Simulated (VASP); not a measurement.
Here is a VASP 6.6.1 calculation.

The input INCAR:

```
SYSTEM = Al
PREC = Accurate
ENCUT = 520
EDIFF = 1E-7
ISMEAR = 1
SIGMA = 0.2
LREAL = .False.
LASPH = .True.
NELM = 100
ALGO = Fast
ISIF = 3
LWAVE = .False.
LCHARG = .False.
GGA = PE
IBRION = 2
NSW = 80
EDIFFG = -0.002
```

Contents of KPOINTS:

```
Automatic mesh
0
Gamma
  18 18 18
  0 0 0
```

File POSCAR:

```
Al                                      
1.0
   -0.0000000000      2.0199997602      2.0199997602
    2.0199997602      0.0000000000      2.0199997602
    2.0199997602      2.0199997602     -0.0000000000
  Al            
     1
Direct
     0.0000000000000000    0.0000000000000000    0.0000000000000000
```

Potentials or basis: VASP PAW PBE potentials, release 64 (Al).

The run is started by

```console
$ cat potpaw_PBE.64/Al/POTCAR > POTCAR
$ mpirun -np 1 vasp_std > vasp.out
```

Q: Predict the band gap on the k mesh.

A: None (metal or under the smearing width).

Final structure:
```cif
data_structure
_symmetry_space_group_name_H-M 'P 1'
_symmetry_Int_Tables_number 1
_cell_length_a 2.8567
_cell_length_b 2.8567
_cell_length_c 2.8567
_cell_angle_alpha 60.000
_cell_angle_beta 60.000
_cell_angle_gamma 60.000
_cell_volume 16.48
loop_
_atom_site_label
_atom_site_type_symbol
_atom_site_fract_x
_atom_site_fract_y
_atom_site_fract_z
_atom_site_occupancy
Al1 Al 0.00000 0.00000 0.00000 1
```

Caveat: the relaxation stopped at its first step, so nothing moved.
